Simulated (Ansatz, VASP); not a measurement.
# Cross-check of Si9Ge28H28 (H-capped Ge nanowire along [001] with a Si core) between VASP and Ansatz, part 2 of 2

One calculation is typed for both programs; each brings its own data sets. How far apart do they land? The cell is taken from a series of runs on this material, whose earlier steps may have relaxed, scaled, displaced or heated it; both programs get it as it stands.

VASP 6.6.1 and Ansatz 0.2.0.

So far: The starting structure; Ansatz: single point, PBE.

## (3) VASP: single point, PBE

Level of this step: PBE; plane waves and PAW (Ge_d, Si, H) (VASP).

The same cell, functional and mesh now go to VASP, with its own data sets.

Lines of VASP's logs that name or quote its potential files are left out, and so is its time.

INCAR reads:

```
SYSTEM = Si9Ge28H28
PREC = Accurate
ENCUT = 410
EDIFF = 1E-06
NELM = 120
ISMEAR = 0
SIGMA = 0.01
LREAL = Auto
ALGO = Normal
GGA = PE
NBANDS = 280
LORBIT = 11
LWAVE = .FALSE.
LCHARG = .FALSE.
ISIF = 2
LASPH = .TRUE.
GGA_COMPAT = .FALSE.
EFERMI = MIDGAP
KPAR = 2
```

POSCAR reads:

```
Si9Ge28H28
1.0
   26.5009100000      0.0000000000      0.0000000000
    0.0000000000     26.5009100000      0.0000000000
    0.0000000000      0.0000000000      5.6580000000
Ge Si H
28 9 28
Direct
    0.3507000000      0.3507500000      0.2501900000
    0.3516600000      0.4255300000      0.5047500000
    0.2708500000      0.4294800000      0.7180600000
    0.2740700000      0.4999600000      0.9975200000
    0.3518200000      0.4999400000      0.2400200000
    0.3516900000      0.5743500000      0.5047900000
    0.2708900000      0.5704600000      0.7182100000
    0.3508000000      0.6491400000      0.2502800000
    0.4998400000      0.2740300000      0.5029300000
    0.4293500000      0.2708700000      0.7823300000
    0.4254800000      0.3516600000      0.9957300000
    0.4999000000      0.3517800000      0.2604400000
    0.4255700000      0.6481700000      0.9956500000
    0.4999700000      0.6479900000      0.2603900000
    0.4999900000      0.7257500000      0.5028700000
    0.4295200000      0.7289800000      0.7823300000
    0.5703100000      0.2708000000      0.7824300000
    0.5743100000      0.3516100000      0.9957000000
    0.6490800000      0.3506400000      0.2503200000
    0.6481700000      0.4254400000      0.5047600000
    0.6480500000      0.4998500000      0.2400600000
    0.6482300000      0.5742600000      0.5048100000
    0.5744000000      0.6481300000      0.9956900000
    0.6491600000      0.6490500000      0.2503300000
    0.5704700000      0.7289400000      0.7823700000
    0.7289700000      0.4293300000      0.7181700000
    0.7258000000      0.4998100000      0.9975700000
    0.7290200000      0.5703100000      0.7182100000
    0.4999200000      0.4272400000      0.5034800000
    0.4269300000      0.4269300000      0.7502400000
    0.4272800000      0.4999200000      0.9969900000
    0.4999400000      0.4998900000      0.2502400000
    0.4999600000      0.5725400000      0.5034800000
    0.4269700000      0.5729000000      0.7502200000
    0.5729100000      0.4268800000      0.7502600000
    0.5725900000      0.4998700000      0.9970200000
    0.5729500000      0.5728600000      0.7502400000
    0.3012900000      0.3508500000      0.1052900000
    0.3507700000      0.3013300000      0.3950200000
    0.2569400000      0.3780100000      0.8280500000
    0.2298500000      0.4418600000      0.5314700000
    0.2270100000      0.4999700000      0.1606900000
    0.2298700000      0.5581500000      0.5316300000
    0.2570600000      0.6219400000      0.8282800000
    0.3013700000      0.6491100000      0.1055500000
    0.3509700000      0.6985500000      0.3951700000
    0.4998400000      0.2269500000      0.3398300000
    0.3778600000      0.2570500000      0.6723700000
    0.4416800000      0.2298300000      0.9688400000
    0.5000200000      0.7728300000      0.3398000000
    0.3780400000      0.7428700000      0.6724500000
    0.4419100000      0.7699700000      0.9689300000
    0.6217900000      0.2568600000      0.6726100000
    0.5579100000      0.2298300000      0.9691400000
    0.6985100000      0.3507000000      0.1055200000
    0.6489500000      0.3012400000      0.3952600000
    0.6985900000      0.6489800000      0.1056200000
    0.6490300000      0.6984500000      0.3953200000
    0.6219500000      0.7428300000      0.6725100000
    0.5580800000      0.7699300000      0.9689900000
    0.7428200000      0.3778400000      0.8281900000
    0.7700000000      0.4416700000      0.5316600000
    0.7728700000      0.4998000000      0.1607300000
    0.7700400000      0.5579500000      0.5316400000
    0.7429000000      0.6217800000      0.8282200000
```

KPOINTS reads:

```
Automatic mesh
0
Gamma
1 1 2
0 0 0
```

PAW data sets: Ge_d, Si and H (PBE family, release 64).

Command:

```console
> mpirun -np 8 vasp_std
```

Numbers of over 12 decimals in the logs are rounded to 6 here.

Log:

```text
[banner, memory and clock lines left out]
running    8 mpi-ranks, on    1 nodes
[...]
|                                                                             |
|           W    W    AA    RRRRR   N    N  II  N    N   GGGG   !!!           |
|           W    W   A  A   R    R  NN   N  II  NN   N  G    G  !!!           |
|           W    W  A    A  R    R  N N  N  II  N N  N  G       !!!           |
|           W WW W  AAAAAA  RRRRR   N  N N  II  N  N N  G  GGG   !            |
|           WW  WW  A    A  R   R   N   NN  II  N   NN  G    G                |
|           W    W  A    A  R    R  N    N  II  N    N   GGGG   !!!           |
|                                                                             |
|     For optimal performance we recommend to set                             |
|       NCORE = 2 up to number-of-cores-per-socket                            |
|     NCORE specifies how many cores store one orbital (NPAR=cpu/NCORE).      |
|     This setting can greatly improve the performance of VASP for DFT.       |
|     The default, NCORE=1 might be grossly inefficient on modern             |
|     multi-core architectures or massively parallel machines. Do your        |
|     Unfortunately you need to use the default for GW and RPA                |
|     calculations (for HF NCORE is supported but not extensively tested      |
|     yet).                                                                   |
|                                                                             |

 LDA part: xc-table for (Slater+PW92), standard interpolation
 POSCAR, INCAR and KPOINTS ok, starting setup
[...]
entering main loop
       N       E                     dE             d eps       ncg     rms          rms(c)
DAV:   1     0.408200443495E+04    0.40820E+04   -0.18940E+05  1200   0.173E+03
DAV:   2     0.428717433209E+03   -0.36533E+04   -0.35277E+04  1512   0.388E+02
DAV:   3    -0.222666265236E+03   -0.65138E+03   -0.64058E+03  1560   0.192E+02
DAV:   4    -0.269765681978E+03   -0.47099E+02   -0.46724E+02  1280   0.588E+01
[...]
DAV:  27    -0.263392749782E+03   -0.59531E-05   -0.28787E-07   792   0.386E-03    0.210E-04
DAV:  28    -0.263392751658E+03   -0.18761E-05   -0.16512E-07   792   0.226E-03    0.179E-04
DAV:  29    -0.263392752528E+03   -0.86962E-06   -0.87983E-08   752   0.213E-03
   1 F= -.26339275E+03 E0= -.26339275E+03  d E =0.000000E+00
```

From OUTCAR (step 3):

```text
  Total       -3.5088891     -3.5067366     -0.3988419      0.0029590      0.0066862     -0.0058857
  in kB       -1.4148021     -1.4139342     -0.1608151      0.0011931      0.0026959     -0.0023731
  external PRESSURE =      -0.9965172 kB  Pullay stress =       0.0000000 kB

 POSITION                                       TOTAL-FORCE (eV/Angst)
 -----------------------------------------------------------------------------------
      9.29387      9.29519      1.41558        -0.018888     -0.017434      0.001582
      9.31931     11.27693      2.85588         0.000744     -0.002916      0.000404
      7.17777     11.38161      4.06278        -0.019732     -0.010160     -0.001615
      7.26310     13.24939      5.64397        -0.009407     -0.000841      0.008455
      9.32355     13.24886      1.35803         0.002970      0.000772     -0.001815
      9.32011     15.22080      2.85610         0.002226      0.002139     -0.000402
      7.17883     15.11771      4.06363        -0.018355      0.010457     -0.003221
      9.29652     17.20280      1.41608        -0.016187      0.017127      0.000435
     13.24621      7.26204      2.84558         0.001138     -0.011515     -0.009437
     11.37817      7.17830      4.42642        -0.007779     -0.022616      0.003658
     11.27561      9.31931      5.63384         0.000194      0.003474     -0.000537
     13.24780      9.32249      1.47357        -0.001134      0.003515      0.001839
     11.27799     17.17709      5.63339        -0.003981     -0.001301     -0.000349
     13.24966     17.17232      1.47329         0.003129     -0.001342      0.002388
[...]
-----------------------------------------------------------------------------------
    total drift:                               -0.000393      0.000735     -0.001881

  FREE ENERGIE OF THE ION-ELECTRON SYSTEM (eV)
  ---------------------------------------------------
  free  energy   TOTEN  =      -263.3927525276 eV

  energy  without entropy=     -263.3927525276  energy(sigma->0) =     -263.39275253

[... 2 further parts left out ...]
```

## (4) Comparison

Known differences besides the potentials themselves: fixed occupations in Ansatz, narrow Gaussian smearing in VASP; the cutoff is 420 eV in Ansatz and 410 eV in VASP (PREC = Accurate, projectors in real space). Total energies have different zeros and are not compared.

Both answers:

| quantity | Ansatz | VASP | difference |
| --- | --- | --- | --- |
| gap on the k mesh (eV) | 2.067 | 2.068 | -0.002 |

At this near-relaxed geometry the largest component of a force difference is 20 meV/Å. A gap on the mesh is an upper bound, since the band edges may lie between its points. With vacuum in the cell, a pressure given here is an average over mostly empty space and none of the material.

## (5) What came out

* difference in gap on the k mesh (single point, PBE): -0.0019 eV
* r.m.s. force difference (single point, PBE): 10 meV/Å

What this shows: The r.m.s. force difference is 10 meV/Å (single point, PBE), within the 12 meV/Å picked in this series as the mark of a large difference. Such differences can come from data sets, numerical settings and the points named under the comparisons, not from the functional's error against experiment.

[Lines on the potential files, build, host, timing and source positions are cut from VASP's logs without a mark.]

[Logs are printed without paths, hosts, clocks, repeated set-up lines and the standing remarks that a program may print on its own settings, such as how far it seeks lower states.]

[Hosts, paths, dates, database ids (printed as entryN), source tags and the programs' standing remarks are cut or masked in the printed files.]
